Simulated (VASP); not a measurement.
# Cs2ReSe6 (Fm-3m) in VASP: single point with PBE

Aim: the single point of Cs2ReSe6 with PBE.

Program: VASP 6.6.1. These are calculated values, not measurements. Logs are shortened: lines on timing, memory, paths and dates and some standing lists are left out, and cuts for length are marked.

**1. Starting point**

It takes space group Fm-3m (No. 225, cubic). Conventional cell: a = 10.360 Å, b = 10.360 Å, c = 10.360 Å, α = 90.00°, β = 90.00°, γ = 90.00°. Around Cs (site symmetry -43m) lie 12 Se at 3.67 Å. Se (site symmetry 4mm) has 1 Re at 2.38 Å as nearest neighbours. Re (site symmetry m-3m) has 6 Se at 2.38 Å as nearest neighbours.

The cell was built by a generator and needn't be a form met in nature.

**2. Single point, PBE**

Contents of INCAR:

```
SYSTEM = Cs2ReSe6
ALGO     = Fast           ! electronic algorithm
EDIFF    = 1E-6           ! SCF threshold, eV
ENCUT    = 520            ! plane-wave cutoff, eV
GGA      = PE             ! functional
ISIF     = 2              ! what is computed and relaxed
ISMEAR   = 0              ! smearing method
LASPH    = .TRUE.         ! aspherical terms in the spheres
LCHARG   = .FALSE.        ! write CHGCAR
LREAL    = .FALSE.        ! projectors in reciprocal space
LWAVE    = .FALSE.        ! write WAVECAR
NBANDS   = 40             ! bands
NELM     = 100            ! most SCF steps
PREC     = Accurate       ! precision mode
SIGMA    = 0.0249         ! smearing width, eV
```

Contents of KPOINTS:

```
k-points
0
G
  6 6 6
  0 0 0
```

Contents of POSCAR:

```
Cs2ReSe6
1.0
    0.0000000000      5.1798350000      5.1798350000
    5.1798350000      0.0000000000      5.1798350000
    5.1798350000      5.1798350000      0.0000000000
Cs Se Re
2 6 1
Direct
    0.2500000000      0.2500000000      0.2500000000
    0.7500000000      0.7500000000      0.7500000000
    0.7698000000      0.2302000000      0.2302000000
    0.2302000000      0.7698000000      0.2302000000
    0.2302000000      0.7698000000      0.7698000000
    0.7698000000      0.2302000000      0.7698000000
    0.2302000000      0.2302000000      0.7698000000
    0.7698000000      0.7698000000      0.2302000000
    0.0000000000      0.0000000000      0.0000000000
```

Potentials or basis: VASP PAW PBE potentials, release 64 (Cs_sv, Se, Re).

Started as:

```sh
cat potpaw_PBE.64/Cs_sv/POTCAR potpaw_PBE.64/Se/POTCAR potpaw_PBE.64/Re/POTCAR > POTCAR
mpirun -np 1 vasp_std > vasp.out
```

OUTCAR:

```text
SYSTEM = Cs2ReSe6
   EDIFF = 1E-6
   ENCUT = 520
   GGA = PE
   ISIF = 2
   ISMEAR = 0
   LASPH = .TRUE.
   LREAL = .FALSE.
   NELM = 100
   PREC = Accurate

 ion  position               nearest neighbor table
   1  0.250  0.250  0.250-
   2  0.750  0.750  0.750-
   3  0.770  0.230  0.230-   9 2.38
   4  0.230  0.770  0.230-   9 2.38
   5  0.230  0.770  0.770-   9 2.38
   6  0.770  0.230  0.770-   9 2.38
   7  0.230  0.230  0.770-   9 2.38
   8  0.770  0.770  0.230-   9 2.38
   9  0.000  0.000  0.000-   5 2.38   6 2.38   8 2.38   4 2.38   7 2.38   3 2.38

  LATTYP: Found a face centered cubic cell.
 ALAT       =    10.3596700000

  Lattice vectors:

 A1 = (   0.0000000000,   5.1798350000,   5.1798350000)
 A2 = (   5.1798350000,   0.0000000000,   5.1798350000)
 A3 = (   5.1798350000,   5.1798350000,   0.0000000000)

Analysis of symmetry for initial positions (statically):
=====================================================================
 Subroutine PRICEL returns:
 Original cell was already a primitive cell.

 Routine SETGRP: Setting up the symmetry group for a
 face centered cubic supercell.

 Subroutine GETGRP returns: Found 48 space group operations
 (whereof 48 operations were pure point group operations)
 out of a pool of 48 trial point group operations.

The static configuration has the point symmetry O_h .

Analysis of symmetry for dynamics (positions and initial velocities):
=====================================================================
 Subroutine PRICEL returns:
 Original cell was already a primitive cell.

 Routine SETGRP: Setting up the symmetry group for a
 face centered cubic supercell.

 Subroutine GETGRP returns: Found 48 space group operations
 (whereof 48 operations were pure point group operations)
 out of a pool of 48 trial point group operations.

The dynamic configuration has the point symmetry O_h .

 Subroutine INISYM returns: Found 48 space group operations
 (whereof 48 operations are pure point group operations),
 and found     1 'primitive' translations

----------------------------------------------------------------------------------------

                                     Primitive cell

  volume of cell :     277.9571

  direct lattice vectors                    reciprocal lattice vectors
     0.000000000  5.179835000  5.179835000    -0.096528171  0.096528171  0.096528171
     5.179835000  0.000000000  5.179835000     0.096528171 -0.096528171  0.096528171
     5.179835000  5.179835000  0.000000000     0.096528171  0.096528171 -0.096528171

  length of vectors
     7.325392908  7.325392908  7.325392908     0.167191697  0.167191697  0.167191697

  position of ions in fractional coordinates (direct lattice)
     0.250000000  0.250000000  0.250000000
     0.750000000  0.750000000  0.750000000
     0.769800000  0.230200000  0.230200000
     0.230200000  0.769800000  0.230200000
     0.230200000  0.769800000  0.769800000
     0.769800000  0.230200000  0.769800000
     0.230200000  0.230200000  0.769800000
     0.769800000  0.769800000  0.230200000
     0.000000000  0.000000000  0.000000000

  ion indices of the primitive-cell ions
   primitive index   ion index
                 1           1
                 2           2
                 3           3
                 4           4
                 5           5
                 6           6
                 7           7
                 8           8
                 9           9

----------------------------------------------------------------------------------------

 KPOINTS: k-points

Automatic generation of k-mesh.
 Grid dimensions read from file:
 generate k-points for:    6    6    6

 Generating k-lattice:

  Cartesian coordinates                     Fractional coordinates (reciprocal lattice)
    -0.016088029  0.016088029  0.016088029     0.166666667  0.000000000  0.000000000
     0.016088029 -0.016088029  0.016088029     0.000000000  0.166666667  0.000000000
     0.016088029  0.016088029 -0.016088029     0.000000000  0.000000000  0.166666667

  Length of vectors
     0.027865283  0.027865283  0.027865283

  Shift w.r.t. Gamma in fractional coordinates (k-lattice)
     0.000000000  0.000000000  0.000000000

 Subroutine IBZKPT returns following result:
 ===========================================

 Found     16 irreducible k-points:

 Following reciprocal coordinates:
            Coordinates               Weight
  0.000000  0.000000  0.000000      1.000000
  0.166667  0.000000  0.000000      8.000000
  0.333333  0.000000  0.000000      8.000000
  0.500000  0.000000  0.000000      4.000000
  0.166667  0.166667  0.000000      6.000000
  0.333333  0.166667  0.000000     24.000000
[... 8 lines left out ...]
 -0.333333  0.333333  0.166667     24.000000
 -0.333333  0.500000  0.166667     12.000000
   k-points           NKPTS =     16   k-points in BZ     NKDIM =     16   number of bands    NBANDS=     40
   number of dos      NEDOS =    301   number of ions     NIONS =      9
   total plane-waves  NPLWV = 157464
   dimension x,y,z NGX =    54 NGY =   54 NGZ =   54
   dimension x,y,z NGXF=   108 NGYF=  108 NGZF=  108
   ions per type =               2   6   1
   NGX,Y,Z   is equivalent  to a cutoff of  12.26, 12.26, 12.26 a.u.
   NGXF,Y,Z  is equivalent  to a cutoff of  24.51, 24.51, 24.51 a.u.
 SYSTEM =  Cs2ReSe6
   PREC   = accura    normal or accurate (medium, high low for compatibility)
   ISTART =      0    job   : 0-new  1-cont  2-samecut
   ICHARG =      2    charge: 1-file 2-atom 10-const
   ISPIN  =      1    spin polarized calculation?
   LNONCOLLINEAR =      F non collinear calculations
   LSORBIT =      F    spin-orbit coupling
   LASPH  =      T    aspherical Exc in radial PAW
   ENCUT  =  520.0 eV  38.22 Ry    6.18 a.u.  13.62 13.62 13.62*2*pi/ulx,y,z
   NELM   =    100;   NELMIN=  2; NELMDL= -5     # of ELM steps
   EDIFF  = 0.1E-05   stopping-criterion for ELM
   LREAL  =      F    real-space projection
   EDIFFG = 0.1E-04   stopping-criterion for IOM
   NSW    =      0    number of steps for IOM
   IBRION =     -1    ionic relax: 0-MD 1-quasi-New 2-CG
   NFREE  =      0    steps in history (QN), initial steepest desc. (CG)
   ISIF   =      2    stress and relaxation
   ISYM   =      2    0-nonsym 1-usesym 2-fastsym
   POTIM  = 0.5000    time-step for ionic-motion
   TEBEG  =    0.0;   TEEND  =   0.0 temperature during run
   PSTRESS=    0.0 pullay stress
   NELECT =      61.0000    total number of electrons
   NUPDOWN=      -1.0000    fix difference up-down
   EMIN   =  10.00;   EMAX   =-10.00  energy-range for DOS
   EFERMI =   0.00;   METHOD = LEGACY
   ISMEAR =     0;   SIGMA  =   0.02  broadening in eV -4-tet -1-fermi 0-gaus
   EFERMI_NEDOS =   21; number of points for ismear=-14 and -15
   IALGO  =     68    algorithm
   IMIX   =      4    mixing-type and parameters
     AMIX     =   0.40;   BMIX     =  1.00
     AMIX_MAG =   1.60;   BMIX_MAG =  1.00
  volume/ion in A,a.u.               =      30.88       208.42
  Fermi-wavevector in a.u.,A,eV,Ry     =   0.987474  1.866055 13.267098  0.975104
  Thomas-Fermi vector in A             =   2.118930
   LORBIT       =      0    0 simple, 1 ext, 2 COOP (PROOUT), +10 PAW based schemes
   GGA     = PE    functional components
   LHFCALC =     F    Hartree Fock is set to
   AEXX    =    0.0000 exact exchange contribution
   IVDW    =     0    specifies the selected vdW correction
   LEPSILON=     F    determine dielectric tensor
   LRPA    =     F    only Hartree local field effects (RPA)
 non-spin polarized calculation
 RMM-DIIS sequential band-by-band and
 Gauss-broadening in eV      SIGMA  =   0.02
  energy-cutoff  :      520.00
  volume of cell :      277.96
 maximum number of plane-waves:      7583
   NGX = 27   NGY = 27   NGZ = 27

 number of electron      60.9999999 magnetization

 Free energy of the ion-electron system (eV)
  ---------------------------------------------------
  ext. energy  EPLUGINS =         0.00000000
  ---------------------------------------------------
  free energy    TOTEN  =       -36.14741211 eV

  energy without entropy =      -36.14350977  energy(sigma->0) =      -36.14546094

 E-fermi :   1.8653     XC(G=0):  -8.8042

 val. band max:        1.8431585419   @ k =   0.1667   0.1667   0.0000
 cond. band min:       1.8655341616   @ k =   0.3333   0.1667   0.0000
 fundamental gap:      0.0223756197
 Fermi energy:         1.8652602855

 k-point     1 :       0.0000    0.0000    0.0000
  band No.  band energies     occupation
      1     -18.7489      2.00000
      2     -18.7235      2.00000
      3     -11.5067      2.00000
      4     -10.1405      2.00000
      5     -10.1405      2.00000
      6     -10.1405      2.00000
[... 32 lines left out ...]
     39       7.1495      0.00000
     40       7.3707      0.00000

 k-point     2 :       0.1667    0.0000    0.0000
  band No.  band energies     occupation
      1     -18.7469      2.00000
      2     -18.7248      2.00000
      3     -11.4937      2.00000
      4     -10.1965      2.00000
      5     -10.1748      2.00000
      6     -10.1748      2.00000
[... 32 lines left out ...]
     39       6.6697      0.00000
     40       7.5242      0.00000

 k-point     3 :       0.3333    0.0000    0.0000
  band No.  band energies     occupation
      1     -18.7415      2.00000
      2     -18.7288      2.00000
      3     -11.4644      2.00000
      4     -10.3082      2.00000
      5     -10.2043      2.00000
      6     -10.2043      2.00000
[... 32 lines left out ...]
     39       6.9788      0.00000
     40       7.0554      0.00000

 k-point     4 :       0.5000    0.0000    0.0000
  band No.  band energies     occupation
      1     -18.7349      2.00000
      2     -18.7347      2.00000
      3     -11.4478      2.00000
      4     -10.3644      2.00000
      5     -10.2157      2.00000
      6     -10.2157      2.00000
[... 32 lines left out ...]
     39       7.4658      0.00000
     40       7.5655      0.00000
[... 428 lines left out ...]
     39       7.4968      0.00000
     40       7.7763      0.00000

 k-point    15 :      -0.3333    0.3333    0.1667
  band No.  band energies     occupation
      1     -18.7345      2.00000
      2     -18.7344      2.00000
      3     -11.4355      2.00000
      4     -10.3994      2.00000
      5     -10.2104      2.00000
      6     -10.1923      2.00000
[... 32 lines left out ...]
     39       7.8757      0.00000
     40       8.0145      0.00000

 k-point    16 :      -0.3333    0.5000    0.1667
  band No.  band energies     occupation
      1     -18.7364      2.00000
      2     -18.7323      2.00000
      3     -11.4327      2.00000
      4     -10.3975      2.00000
      5     -10.1970      2.00000
      6     -10.1839      2.00000
[... 32 lines left out ...]
     39       8.0605      0.00000
     40       8.2237      0.00000

------------------------ aborting loop because EDIFF is reached ----------------------------------------

  FORCE on cell =-STRESS in cart. coord.  units (eV):
  Direction    XX          YY          ZZ          XY          YZ          ZX
  --------------------------------------------------------------------------------------
  -------------------------------------------------------------------------------------
  Total        7.6257597      7.6257597      7.6257597      0.0000000      0.0000000     -0.0000000
  in kB       43.9557732     43.9557732     43.9557732      0.0000000      0.0000000     -0.0000000
  external PRESSURE =      43.9557732 kB  Pullay stress =       0.0000000 kB

 VOLUME and BASIS-vectors are now :
 -----------------------------------------------------------------------------
  energy-cutoff  :      520.00
  volume of cell :      277.96
      direct lattice vectors                 reciprocal lattice vectors
     0.000000000  5.179835000  5.179835000    -0.096528171  0.096528171  0.096528171
     5.179835000  0.000000000  5.179835000     0.096528171 -0.096528171  0.096528171
     5.179835000  5.179835000  0.000000000     0.096528171  0.096528171 -0.096528171

 POSITION                                       TOTAL-FORCE (eV/Angst)
 -----------------------------------------------------------------------------------
      2.58992      2.58992      2.58992        -0.000000     -0.000000      0.000000
      7.76975      7.76975      7.76975         0.000000     -0.000000      0.000000
      2.38480      5.17984      5.17984         1.827384     -0.000000      0.000000
      5.17984      2.38480      5.17984        -0.000000      1.827384      0.000000
      7.97487      5.17984      5.17984        -1.827384     -0.000000      0.000000
      5.17984      7.97487      5.17984        -0.000000     -1.827384      0.000000
      5.17984      5.17984      2.38480        -0.000000     -0.000000      1.827384
      5.17984      5.17984      7.97487        -0.000000     -0.000000     -1.827384
      0.00000      0.00000      0.00000        -0.000000     -0.000000      0.000000
 -----------------------------------------------------------------------------------
    total drift:                               -0.000000     -0.000000     -0.000000

  FREE ENERGIE OF THE ION-ELECTRON SYSTEM (eV)
  ---------------------------------------------------
  free  energy   TOTEN  =       -36.1474121141 eV

  energy  without entropy=      -36.1435097696  energy(sigma->0) =      -36.14546094
```

Run time: 9.4 min. Hardware: 1 thread of Intel Xeon Platinum 8488C (Sapphire Rapids), shared host; peak memory 0.49 GiB.

What came out:

| Quantity | Value |
| --- | --- |
| Free energy | -36.1474 eV |
| Pressure | 4.4 GPa |
| Largest force | 1.827 eV/Å |
| Band gap on the k mesh | none (metal or under the smearing width) |

Forces in eV/Å, atoms in the order of the input:
```
Cs   0.000  0.000  0.000
Cs   0.000  0.000  0.000
Se   1.827  0.000  0.000
Se   0.000  1.827  0.000
Se  -1.827  0.000  0.000
Se   0.000 -1.827  0.000
Se   0.000  0.000  1.827
Se   0.000  0.000 -1.827
Re   0.000  0.000  0.000
```

Caveat: forces of over 1 eV/Å show positions far from the minimum, so gaps and moduli don't describe the material at rest. Spin-orbit coupling is left out, which matters for the levels of Cs, Re.
